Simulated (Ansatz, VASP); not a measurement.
# Sn: VASP beside Ansatz, part 3 of 3

Aim: how closely do two programs agree when they are given the same cell, functional and k mesh? The cell is taken from a series of runs on this material, whose earlier steps may have relaxed, scaled, displaced or heated it; both programs get it as it stands.

VASP 6.6.1 and Ansatz 0.2.0.

So far: The starting structure; Ansatz: zone-centre phonons, LDA; VASP: zone-centre phonons, LDA.

## (3) VASP: zone-centre phonons, LDA (continued)

Level of this step: LDA; plane waves and PAW (Sn_d) (VASP).

Numbers of over 12 decimals in the logs are rounded to 6 here.

Parts of OUTCAR (step 3):

```text
ion  position               nearest neighbor table
   1  0.500  0.500  0.500-   2 2.81   2 2.81   2 2.81   2 2.81
   2  0.750  0.750  0.750-   1 2.81   1 2.81   1 2.81   1 2.81

  LATTYP: Found a body centered tetragonal cell.
 ALAT       =     4.5322129596
 C/A-ratio  =     1.4708681980

 Subroutine GETGRP returns: Found  4 space group operations
 (whereof  2 operations were pure point group operations)

The static configuration has the point symmetry C_1h.
 The point group associated with its full space group is C_2h.

   k-points           NKPTS =   1728   k-points in BZ     NKDIM =   1728   number of bands    NBANDS=     20

   dimension x,y,z NGX =    36 NGY =   36 NGZ =   36
   dimension x,y,z NGXF=    72 NGYF=   72 NGZF=   72

   ENCUT  =  500.0 eV  36.75 Ry    6.06 a.u.   8.43  8.43  8.26*2*pi/ulx,y,z

   NELECT =      28.0000    total number of electrons

 k-points in reciprocal lattice and weights: Points of the shifted mesh
   0.04166667  0.04166667  0.04166667       0.001
   0.04166667  0.04166667  0.12500000       0.001
   0.04166667  0.04166667  0.20833333       0.001
   0.04166667  0.04166667  0.29166667       0.001
   0.04166667  0.04166667  0.37500000       0.001
   0.04166667  0.04166667  0.45833333       0.001
   0.04166667  0.04166667  0.54166667       0.001
   0.04166667  0.04166667  0.62500000       0.001
   0.04166667  0.04166667  0.70833333       0.001
[...]
0.95833333  0.95833333  0.87500000       0.001
   0.95833333  0.95833333  0.95833333       0.001

 average (electrostatic) potential at core
       1-101.4227       2-101.4227

  Total        0.0009316      0.0009316     -0.5894160     -0.0064431     -0.0232300     -0.0232300
  in kB        0.0217996      0.0217996    -13.7929714     -0.1507756     -0.5436061     -0.5436067
  external PRESSURE =      -4.5831241 kB  Pullay stress =       0.0000000 kB

  energy-cutoff  :      500.00
  volume of cell :       68.47
      direct lattice vectors                 reciprocal lattice vectors
     0.000000000  3.204758518  3.333143954    -0.156017996  0.156017996  0.150008523
     3.204758518  0.000000000  3.333143954     0.156017996 -0.156017996  0.150008523
     3.204758518  3.204758518  0.000000000     0.156017996  0.156017996 -0.150008523

 POSITION                                       TOTAL-FORCE (eV/Angst)
 -----------------------------------------------------------------------------------
      3.20422      3.20422      3.33318        -0.000309     -0.000309      0.000271
      4.80767      4.80767      4.99968         0.000309      0.000309     -0.000271
 -----------------------------------------------------------------------------------
    total drift:                                0.000000      0.000000      0.000000

 Eigenvectors and eigenvalues of the dynamical matrix
 ----------------------------------------------------

   1 f  =    5.759471 THz    36.187823 2PiTHz  192.115269 cm-1    23.819247 meV
             X         Y         Z           dx          dy          dz
      3.204225  3.204225  3.333178     0.017853    0.017853    0.706656
      4.807671  4.807671  4.999682    -0.017853   -0.017853   -0.706656

   2 f  =    5.654171 THz    35.526207 2PiTHz  188.602856 cm-1    23.383763 meV
             X         Y         Z           dx          dy          dz
      3.204225  3.204225  3.333178     0.499681    0.499681   -0.025248
      4.807671  4.807671  4.999682    -0.499681   -0.499681    0.025248

   3 f  =    5.569435 THz    34.993790 2PiTHz  185.776344 cm-1    23.033321 meV
             X         Y         Z           dx          dy          dz
      3.204225  3.204225  3.333178    -0.500000    0.500000    0.000000
      4.807671  4.807671  4.999682     0.500000   -0.500000   -0.000000

   4 f  =    0.000000 THz     0.000001 2PiTHz    0.000004 cm-1     0.000000 meV
             X         Y         Z           dx          dy          dz
      3.204225  3.204225  3.333178     0.010263    0.359201    0.608990
      4.807671  4.807671  4.999682     0.010263    0.359201    0.608990

   5 f/i=    0.000000 THz     0.000000 2PiTHz    0.000001 cm-1     0.000000 meV
             X         Y         Z           dx          dy          dz
      3.204225  3.204225  3.333178     0.706587    0.016413   -0.021589
      4.807671  4.807671  4.999682     0.706587    0.016413   -0.021589

   6 f/i=    0.000000 THz     0.000001 2PiTHz    0.000005 cm-1     0.000001 meV
             X         Y         Z           dx          dy          dz
      3.204225  3.204225  3.333178     0.025103   -0.608856    0.358698
      4.807671  4.807671  4.999682     0.025103   -0.608856    0.358698

 ELASTIC MODULI CONTR FROM IONIC RELAXATION (kBar)
 Direction    XX          YY          ZZ          XY          YZ          ZX
 --------------------------------------------------------------------------------
 XX          -0.0227     -0.0027      0.0016      0.0628      0.3065      2.2009
 YY          -0.0027     -0.0227      0.0016      0.5286      2.1599     -0.1111
 ZZ           0.0016      0.0016     -0.0356      2.5479     -0.8561     -0.1859
 XY           0.0628      0.5286      2.5479   -200.7467      1.0276      6.7026
 YZ           0.3065      2.1599     -0.8561      1.0276   -219.6508      4.2954
 ZX           2.2009     -0.1111     -0.1859      6.7026      4.2954   -219.6467
 --------------------------------------------------------------------------------
```

## (4) Side by side

Known differences besides the potentials themselves: the cutoff is 420 eV in Ansatz and 500 eV in VASP; VASP's log shows a relativistic correction to its local exchange, Ansatz's none. Total energies have different zeros and are not compared.

The two programs side by side:

```csv
quantity,Ansatz,VASP,difference
optical mode 1 (cm⁻¹),185.2,185.8,-0.32 %
optical mode 2 (cm⁻¹),188.0,188.6,-0.33 %
optical mode 3 (cm⁻¹),191.4,192.1,-0.36 %
```

Modes are paired by rising frequency, not by their patterns, so a pair may set unlike modes beside each other; they are those without the splitting of longitudinal modes.

## (5) Results

```yaml
r_m_s_difference_of_the_optical_zone_centre_modes_each_program_s_sorted_by_frequency_zone_centre_phonons_lda: 0.64 cm⁻¹
```

In words: The r.m.s. difference of the optical zone-centre modes, each program's sorted by frequency is 0.64 cm⁻¹ (zone-centre phonons, LDA). Such differences can come from data sets, numerical settings and the points named under the comparisons, not from the functional's error against experiment.

[Lines on the potential files, build, host, timing and source positions are cut from VASP's logs without a mark.]

[Logs are printed without paths, hosts, clocks, repeated set-up lines and the standing remarks that a program may print on its own settings, such as how far it seeks lower states.]

[Hosts, paths, dates, database ids (printed as entryN), source tags and the programs' standing remarks are cut or masked in the printed files.]
